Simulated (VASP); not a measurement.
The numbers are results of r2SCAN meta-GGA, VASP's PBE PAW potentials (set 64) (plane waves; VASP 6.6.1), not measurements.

The input files of a VASP run:

### INCAR
```
SYSTEM = TiTe
PREC = Accurate
ENCUT = 480
EDIFF = 1E-7
NELM = 100
ALGO = Normal
LREAL = .FALSE.
LASPH = .TRUE.
ISMEAR = 1
SIGMA = 0.1
METAGGA = R2SCAN
LMIXTAU = .TRUE.
LMAXMIX = 4
LWAVE = .FALSE.
LCHARG = .FALSE.
ISIF = 2
```

### KPOINTS
```
Automatic mesh
0
Gamma
10 10 10
0 0 0
```

POSCAR:
```
TiTe
1
   -0.0000000000     2.8192171736     2.8192171736
    2.8192171736    -0.0000000000     2.8192171736
    2.8192171736     2.8192171736     0.0000000000
Te Ti
1 1
Direct
  1.0000000000   1.0000000000   0.0000000000
  0.5000000000   0.5000000000   0.5000000000
```

POTCAR, in this order: Te Ti_sv (PBE.64 set). Program: vasp_std.

Unless said otherwise, spin-orbit coupling is left out, though it shifts the bands of the heavy elements here.

Predict the energy per atom (σ→0), band gap (on the k-mesh).

```
Property                                                    Result
------------------------  ----------------------------------------
energy per atom (σ→0)                              -19.594 eV/atom
band gap (on the k-mesh)  none (metal, semimetal or under 0.01 eV)
```

### OSZICAR
```
...
DAV:  16    -0.391873207841E+02   -0.88369E-05   -0.88856E-06  1347   0.417E-02    0.486E-03
DAV:  17    -0.391873262244E+02   -0.54403E-05   -0.32103E-06  1455   0.183E-02    0.271E-03
DAV:  18    -0.391873251639E+02    0.10605E-05   -0.84964E-07  1342   0.101E-02    0.105E-03
DAV:  19    -0.391873261430E+02   -0.97915E-06   -0.10920E-07   796   0.498E-03    0.120E-03
DAV:  20    -0.391873256674E+02    0.47564E-06   -0.37809E-08   646   0.319E-03    0.774E-04
DAV:  21    -0.391873259749E+02   -0.30746E-06   -0.72718E-09   641   0.118E-03    0.391E-04
DAV:  22    -0.391873259969E+02   -0.22066E-07   -0.30588E-09   626   0.494E-04
   1 F= -.39187326E+02 E0= -.39188549E+02  d E =0.367029E-02
```

The structure was generated: TiTe was put into the rocksalt type (Fm-3m), which need not be its known phase. It was relaxed first, which changed the volume by -12 %. VASP warned that the highest band is occupied, so more bands are needed.
